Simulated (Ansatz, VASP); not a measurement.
# Cross-check of GaSb between VASP and Ansatz

One calculation is typed for both programs; each brings its own data sets. How far apart do they land? The cell is taken from a series of runs on this material, whose earlier steps may have relaxed, scaled, displaced or heated it; both programs get it as it stands.

Method: plane waves, with VASP 6.6.1 beside it; zone-centre phonons at PBEsol, in Ansatz 0.2.0.

### Step 1. The structure

The structure is trigonal, space group R3m (No. 160). The conventional cell has a = 4.278 Å, b = 4.278 Å, c = 10.637 Å, α = 90.00°, β = 90.00°, γ = 120.00°. Ga has 4 Sb at 2.63 to 2.64 Å nearest. Sb has 4 Ga at 2.63 to 2.64 Å nearest. Farther neighbours are not listed.

Coordinates:

```cif
data_structure
_symmetry_space_group_name_H-M 'P 1'
_symmetry_Int_Tables_number 1
_cell_length_a 4.3213
_cell_length_b 4.3213
_cell_length_c 4.3213
_cell_angle_alpha 59.343
_cell_angle_beta 59.343
_cell_angle_gamma 59.343
_cell_volume 56.20
loop_
_atom_site_label
_atom_site_type_symbol
_atom_site_fract_x
_atom_site_fract_y
_atom_site_fract_z
_atom_site_occupancy
Ga1 Ga 0.99926 0.99926 0.99926 1
Sb2 Sb 0.75074 0.75074 0.75074 1
```

### Step 2. Ansatz: zone-centre phonons, PBEsol

Ansatz runs on its PAW soft_1 files.

Second derivatives magnify differences that forces hide, and they need a tight electronic threshold.

File input.yaml:

```yaml
crystal:
  lattice:
    - [0.0302997016, 3.0555103322, 3.0555103322]
    - [3.0555103322, 0.0302997016, 3.0555103322]
    - [3.0555103322, 3.0555103322, 0.0302997016]
  atoms:
    - { symbol: Ga, position: [-0.0007445882, -0.0007445882, -0.0007445882] }
    - { symbol: Sb, position: [0.7507445882, 0.7507445882, 0.7507445882] }
kpoints:
  mp_grid: { grid: [12, 12, 12] }
hamiltonian:
  xc: pbesol
  pseudopotentials: { kind: paw, azcp: { folder: soft_1 }, xc_functional: pbe }
scf:
  occupations: { method: methfessel_paxton, width: 0.2 }
output:
  eigenvalues: true
phonons:
  method: dfpt
```

Command:

```bash
$ ansatz run input.yaml --threads 4 --pin off --max-ram 10240MiB --backend cpu --events-out ev --progress --plain --runs-dir out
```

Numbers of over 12 decimals in the logs are rounded to 6 here.

What it wrote:

```text
Engine: ansatz 0.2.0, aarch64-unknown-linux-gnu
Pseudopotentials: kind: paw
Pseudopotential: Ga, paw, valence charge 13, recommended cutoff 420 eV (normal), soft_1/Ga.paw.azcp
Pseudopotential: Sb, paw, valence charge 15, recommended cutoff 420 eV (normal), soft_1/Sb.paw.azcp
Functional definition: PBEsol
  exchange = pbesol_x
  correlation = pbesol_c
Crystal: 2 atoms, lattice volume = 56.205 Å³
Basis set: ecut = 420 eV, 1079 PW (Γ), exchange–correlation on 60×60×60 points (8 copies of the dense FFT grid, shifted against one another)
Bands: 18, of which v1, the nominal top of the filled ones, is band 14 counted from 1 (13 counted from 0)
Symmetry: 6 space group operations
k-points: 476 of 1728 (irreducible under 2 space group operations, time reversal used)
Non-local potential: Ga, projectors of the file, l = 0: 2, l = 1: 2, l = 2: 3, l = 3: 1
Non-local potential: Sb, projectors of the file, l = 0: 2, l = 1: 2, l = 2: 2, l = 3: 1
PAW form: soft (Blöchl's): semilocal exchange-correlation on the pseudo side does not see the compensation charge
PAW frozen core: Ga, regenerated for the run's functional, and the local potential with it (the file was generated under x = pbe(κ = 0.804, μ = 0.219515), c = pbe(β = 0.066725))
PAW frozen core: Sb, regenerated for the run's functional, and the local potential with it (the file was generated under x = pbe(κ = 0.804, μ = 0.219515), c = pbe(β = 0.066725))
PAW one-centre angular grid: Ga, 590 points (default); XC on 64 Gauss nodes
PAW one-centre angular grid: Sb, 590 points (default); XC on 64 Gauss nodes
Initial density: superposition of atomic densities (chi_scale 0.1, normalization cell, long waves kept (reshape's long-wave potential 0.00 eV rms))
Initial wavefunctions: pseudopotential atomic-orbital guess
Functional: x = pbesol(κ = 0.804, μ = 0.123457), c = pbesol(β = 0.046)
SCF iter   1: F=—  HF=-10151.697101 eV  |F-HF|=—  |Δ(HF+E_count)|=         —  Δρ=3.21e-2  dr2=4.15e-1  ethr=3.10e-3  ⟨swp⟩=5.6  Hψ=44386  notcnv=0
preconditioner: auto → none  [insulator: Δε(μ)=0.296 eV  Ē_g=14.793 eV  σ=0.200 eV  W_gap=0.57  n_scr=14 (ndim 8)  ℏωp=21.0 eV  f_vac=0.005  D(μ)=0.03/eV (n_scr^D=0)  ε∞_Penn≈3.0]
SCF iter   2: F=—  HF=-10151.619613 eV  |F-HF|=—  |Δ(HF+E_count)|=   7.75e-2  S|Δr|=    0.00e0  Δρ=1.46e-2  dr2=6.99e-2  ethr=1.48e-3  ⟨swp⟩=2.0  Hψ=14251  notcnv=0
SCF iter   3: F=—  HF=-10151.617907 eV  |F-HF|=—  |Δ(HF+E_count)|=   1.71e-3  S|Δr|=    0.00e0  Δρ=4.89e-3  dr2=1.25e-2  ethr=2.50e-4  ⟨swp⟩=2.0  Hψ=13508  notcnv=0
SCF iter   4: F=—  HF=-10151.612341 eV  |F-HF|=—  |Δ(HF+E_count)|=   5.57e-3  S|Δr|=    0.00e0  Δρ=8.50e-4  dr2=2.23e-4  ethr=4.46e-5  ⟨swp⟩=2.0  Hψ=12853  notcnv=0
SCF iter   5: F=—  HF=-10151.612298 eV  |F-HF|=—  |Δ(HF+E_count)|=   4.27e-5  S|Δr|=    0.00e0  Δρ=3.60e-4  dr2=2.52e-5  ethr=7.96e-7  ⟨swp⟩=2.0  Hψ=12858  notcnv=0
SCF iter   6: F=—  HF=-10151.612302 eV  |F-HF|=—  |Δ(HF+E_count)|=   3.60e-6  S|Δr|=    0.00e0  Δρ=3.56e-5  dr2=6.04e-7  ethr=8.99e-8  ⟨swp⟩=2.0  Hψ=14870  notcnv=0
SCF iter   7: F=—  HF=-10151.612301 eV  |F-HF|=—  |Δ(HF+E_count)|=   5.10e-7  S|Δr|=    0.00e0  Δρ=6.97e-6  dr2=2.42e-8  ethr=2.16e-9  ⟨swp⟩=2.0  Hψ=15239  notcnv=0
SCF iter   8: F=—  HF=-10151.612301 eV  |F-HF|=—  |Δ(HF+E_count)|=   2.43e-8  S|Δr|=    0.00e0  Δρ=1.77e-6  dr2=1.66e-9  ethr=8.65e-11  ⟨swp⟩=2.2  Hψ=11567  notcnv=0
SCF iter   9: F=—  HF=-10151.612301 eV  |F-HF|=—  |Δ(HF+E_count)|=  4.62e-10  S|Δr|=    0.00e0  Δρ=3.62e-7  dr2=7.82e-11  ethr=5.94e-12  ⟨swp⟩=2.0  Hψ=15235  notcnv=0
SCF iter  10: F=-10151.612301 eV  HF=-10151.612301 eV  |F-HF|=1.82e-12  |Δ(HF+E_count)|=    0.00e0  S|Δr|=    0.00e0  Δρ=7.35e-8  dr2=2.52e-12  ethr=1.00e-12  ⟨swp⟩=6.0  Hψ=39100  notcnv=0
SCF 1 converged in 10 iterations: F = -10151.612301 eV  dr2 = 2.52e-12
  greatest PAW one-centre occupation: 0.996 electrons in one spin orbital (limit 2), on the Sb atom at site 1 (counted from 0), in its partial waves of l = 2
DFPT response loops at Γ: preconditioner auto → Kerker (q_TF=auto, 2.429 Å⁻¹) (partly filled bands, converged f_vac=0.072); β = 1.00, the filter's whole step (`scf.mixing.beta` (0.50) is not read by the response loops under this deck's `scf.mixing.preconditioner`; to damp them name `kerker` or `kerker_dos`, under which they read `scf.mixing.beta`, and type it under 1.00, their step now; both keys bind the ground state too); Broyden in place of MSR1
SCF converged after 10 iterations
Stability not checked: this state was not tested for a lower state beside it, because cold or Methfessel-Paxton smearing, or corrected tetrahedra, fill the levels in a way that the test cannot read (fill_not_monotonic; see scf.lower_state_search)
Free energy (F): -10151.612301 eV
Harris-Foulkes:  -10151.612301 eV  (|F-HF|=1.82e-12)
Internal energy: -10151.612729 eV  (E = F + TS)
E sigma→0 (E₀):  -10151.612408 eV
Entropy (-TS):   0.000428 eV (0.214 meV/atom)
Fermi energy:    8.000073 eV
Step filling:    the computed levels leave a gap of 0.0725 eV = 0.4 smearing widths at the electron count; against every level under it full and every level over it empty, smearing changes F+E_penalty+E_count by +0.153 meV and its σ→0 estimate by +0.046 meV
--- Per-component energies (eV) ---
  E_band       = -255.690621
  E_kinetic    = 276.175067
  E_local      = -3356.909868  (includes V_loc(G=0)·N_el)
  E_nonlocal   = 299.858876
  E_hartree    = 1718.894428
  E_xc         = -160.565916
  E_vxc        = -146.326068  (∫ρ·V_xc dr)
  E_paw        = -6420.946179  (= ΣΔE_a)
  E_vpaw       = -766.277410  (= ΣTr[D̂ρ^β])
  E_aug_tail   = -0.000082  (compensation charges beyond the density's cutoff)
  E_ewald      = -2509.313888
  E_core_change = 1.194834  (= ΣΔE_core)
  E_smearing   = 0.000428  (= −TS)
  E_closure    = -0.000000  (closes the sum)
  Σ components = -10151.612301   (vs F -10151.612301, Δ=0.00e0)
--- Band table (eV; the first three rows and the last of 476) ---
  k-point 0: bands = [... 10 lower, -3.7128, 7.8267, 7.9620, 7.9620, 8.0345, 10.6112, 10.7282, 10.7282]
  k-point 1: bands = [... 10 lower, -3.6388, 6.6465, 7.7234, 7.8302, 8.8461, 10.7973, 10.9037, 10.9819]
  k-point 2: bands = [... 10 lower, -3.4212, 5.2222, 7.4381, 7.5346, 8.9171, 11.1785, 11.2814, 11.9122]
  k-point 475: bands = [... 10 lower, -2.0937, 1.4237, 6.8075, 6.8075, 8.4470, 11.7145, 11.7145, 14.3187]
--- Phonons (Γ-DFPT): 2 representative perturbations + reference, on 476 of 1728 k-points (Σ response iterations 6) ---
  k mesh reduced under 2 symmetry operations, with k and −k counted as one. Each operation leaves every solved perturbation unchanged. A smaller set is not used because it would not reduce the number of displacements times k-points to solve
  ASR residual: 8.047e-5 → 0.000e0 eV/Å²; symmetrization residual: 7.679e-7 eV/Å²
  ASR residual per site (eV/Å²): 8.05e-5 4.61e-5
  Γ frequencies (cm⁻¹): 0.00 0.00 0.00 222.78 223.87 223.87
  non-analytic LO–TO correction: not included (Born effective charges unavailable; polar crystals: no LO–TO splitting at Γ)
```

### Step 3. VASP: zone-centre phonons, PBEsol

The same cell, functional, mesh and smearing now go to VASP, with its own data sets.

Lines of VASP's logs that name or quote its potential files are left out, and so is its time.

File INCAR:

```
SYSTEM = GaSb
PREC = Accurate
ENCUT = 500
EDIFF = 1E-08
NELM = 120
ISMEAR = 1
SIGMA = 0.2
LREAL = .FALSE.
ALGO = Normal
GGA = PS
NBANDS = 15
LORBIT = 11
LWAVE = .FALSE.
LCHARG = .FALSE.
ISIF = 2
IBRION = 8
LASPH = .TRUE.
GGA_COMPAT = .FALSE.
KPAR = 2
```

File POSCAR:

```
GaSb
1.0
    0.0302997016      3.0555103322      3.0555103322
    3.0555103322      0.0302997016      3.0555103322
    3.0555103322      3.0555103322      0.0302997016
Ga Sb
1 1
Direct
    0.9992554118      0.9992554118      0.9992554118
    0.7507445882      0.7507445882      0.7507445882
```

File KPOINTS:

```
Automatic mesh
0
Gamma
12 12 12
0 0 0
```

Potentials, in the order of the species: Ga_d and Sb (PBE family, release 64).

Command:

```bash
$ mpirun -np 2 vasp_std
```

What it wrote:

```text
[banner, memory and clock lines left out]
running    2 mpi-ranks, on    1 nodes
 distrk:  each k-point on    1 cores,    2 groups
 distr:  one band on    1 cores,    1 groups

 POSCAR found type information on POSCAR GaSb
 POSCAR found :  2 types and       2 ions
|                                                                             |
|               ----> ADVICE to this user running VASP <----                  |
|                                                                             |
|     You enforced a specific xc type in the INCAR file but a different       |
|     [... a line on the potential file left out ...]
|     I HOPE YOU KNOW WHAT YOU ARE DOING!                                     |
|                                                                             |

 LDA part: xc-table for (Slater+PW92), standard interpolation
 POSCAR, INCAR and KPOINTS ok, starting setup
 FFT: planning ... GRIDC
 FFT: planning ... GRID_SOFT
 FFT: planning ... GRID
 WAVECAR not read
 entering main loop
       N       E                     dE             d eps       ncg     rms          rms(c)
DAV:   1     0.795885070070E+02    0.79589E+02   -0.85350E+03  5702   0.145E+03
DAV:   2    -0.226384579856E+01   -0.81852E+02   -0.78984E+02  6503   0.299E+02
DAV:   3    -0.814986114360E+01   -0.58860E+01   -0.58682E+01  6874   0.665E+01
DAV:   4    -0.825131890102E+01   -0.10146E+00   -0.10144E+00  6955   0.978E+00
DAV:   5    -0.825382222815E+01   -0.25033E-02   -0.25033E-02  7303   0.136E+00    0.320E+00
DAV:   6    -0.817691719962E+01    0.76905E-01   -0.88306E-02  7467   0.532E+00    0.188E+00
DAV:   7    -0.814969868958E+01    0.27219E-01   -0.47125E-02  7063   0.203E+00    0.365E-01
DAV:   8    -0.814975901639E+01   -0.60327E-04   -0.50354E-03  7408   0.900E-01    0.106E-01
DAV:   9    -0.815003469575E+01   -0.27568E-03   -0.45745E-04  6377   0.175E-01    0.386E-02
DAV:  10    -0.815002735314E+01    0.73426E-05   -0.20700E-05  7500   0.403E-02    0.108E-02
DAV:  11    -0.815003679008E+01   -0.94369E-05   -0.12281E-05  6482   0.250E-02    0.452E-03
DAV:  12    -0.815003689143E+01   -0.10136E-06   -0.45564E-07  7525   0.662E-03    0.920E-04
DAV:  13    -0.815003687146E+01    0.19970E-07   -0.46424E-08  6520   0.143E-03    0.501E-04
DAV:  14    -0.815003691128E+01   -0.39818E-07   -0.39994E-09  5908   0.858E-04    0.847E-05
DAV:  15    -0.815003691926E+01   -0.79731E-08   -0.74710E-10  3934   0.352E-04
   1 F= -.81500369E+01 E0= -.81501817E+01  d E =0.434315E-03
 Linear response reoptimize wavefunctions to high precision
DAV:   1    -0.815003691626E+01    0.29968E-08   -0.16917E-10  4487   0.165E-04
DAV:   2    -0.815003691628E+01   -0.20918E-10   -0.46142E-11  3549   0.705E-05
 Linear response DOF=           2
 Linear response progress:
  Degree of freedom:   1/  2
       N       E                     dE             d eps       ncg     rms          rms(c)
RMM:   1    -0.166019271976E+00   -0.16602E+00    0.70735E-02 17806   0.808E+00
RMM:   2    -0.164831854326E+00    0.11874E-02   -0.27453E-02 26994   0.135E+00    0.394E-02
RMM:   3    -0.164882991743E+00   -0.51137E-04   -0.32382E-03 27996   0.425E-01    0.267E-02
RMM:   4    -0.164783215578E+00    0.99776E-04   -0.14477E-03 30415   0.197E-01    0.127E-02
RMM:   5    -0.164788613355E+00   -0.53978E-05   -0.76124E-05 29659   0.522E-02    0.461E-03
RMM:   6    -0.164796509209E+00   -0.78959E-05   -0.13118E-05 29726   0.214E-02    0.407E-04
RMM:   7    -0.164791318681E+00    0.51905E-05   -0.37112E-06 29079   0.928E-03    0.582E-04
RMM:   8    -0.164794408685E+00   -0.30900E-05   -0.26238E-06 29325   0.426E-03    0.162E-04
RMM:   9    -0.164795660175E+00   -0.12515E-05   -0.16748E-07 29260   0.196E-03    0.726E-05
RMM:  10    -0.164796504411E+00   -0.84424E-06   -0.57198E-08 29736   0.986E-04    0.209E-05
RMM:  11    -0.164796493325E+00    0.11086E-07   -0.15101E-07 29301   0.488E-04    0.115E-05
RMM:  12    -0.164796473525E+00    0.19800E-07   -0.67856E-08 29804   0.251E-04    0.122E-05
RMM:  13    -0.164796609716E+00   -0.13619E-06    0.45231E-08 29082   0.139E-04    0.161E-06
RMM:  14    -0.164796573481E+00    0.36235E-07    0.41887E-08 28994   0.814E-05    0.424E-06
RMM:  15    -0.164796596088E+00   -0.22607E-07    0.37770E-08 29340   0.523E-05    0.176E-06
RMM:  16    -0.164796606416E+00   -0.10328E-07    0.31056E-08 28576   0.382E-05    0.632E-07
RMM:  17    -0.164796610090E+00   -0.36740E-08    0.78574E-09 23032   0.308E-05    0.536E-07
 first order change of Fermi-energy  -0.99994E+00
 force on displaced ion       1 direction 1 :  -8.203   0.016   0.016
 Linear response progress:
  Degree of freedom:   2/  2
       N       E                     dE             d eps       ncg     rms          rms(c)
RMM:   1    -0.284973780537E-01   -0.28497E-01    0.38602E-03 28678   0.138E+00
RMM:   2    -0.256472909817E-01    0.28501E-02   -0.35877E-03 26235   0.385E-01    0.667E-02
RMM:   3    -0.255951289083E-01    0.52162E-04   -0.19907E-04 28764   0.103E-01    0.363E-02
RMM:   4    -0.256483607683E-01   -0.53232E-04   -0.34733E-05 28841   0.445E-02    0.445E-03
RMM:   5    -0.256596463672E-01   -0.11286E-04   -0.48915E-06 30115   0.155E-02    0.281E-03
RMM:   6    -0.256529857623E-01    0.66606E-05   -0.14084E-06 28739   0.526E-03    0.780E-04
RMM:   7    -0.256517943832E-01    0.11914E-05   -0.10636E-07 29794   0.163E-03    0.250E-04
RMM:   8    -0.256512123268E-01    0.58206E-06   -0.21135E-09 28532   0.575E-04    0.865E-05
RMM:   9    -0.256510982740E-01    0.11405E-06    0.28250E-09 28993   0.218E-04    0.242E-05
RMM:  10    -0.256511063850E-01   -0.81111E-08   -0.83815E-09 28518   0.879E-05    0.410E-06
 first order change of Fermi-energy   0.10004E+01
 force on displaced ion       2 direction 1 :  -8.243   0.025   0.025
 Linear response finished
```

[end of part 1 of 2]

[Lines on the potential files, build, host, timing and source positions are cut from VASP's logs without a mark.]

[Logs are printed without paths, hosts, clocks, repeated set-up lines and the standing remarks that a program may print on its own settings, such as how far it seeks lower states.]

[Hosts, paths, dates, database ids (printed as entryN), source tags and the programs' standing remarks are cut or masked in the printed files.]
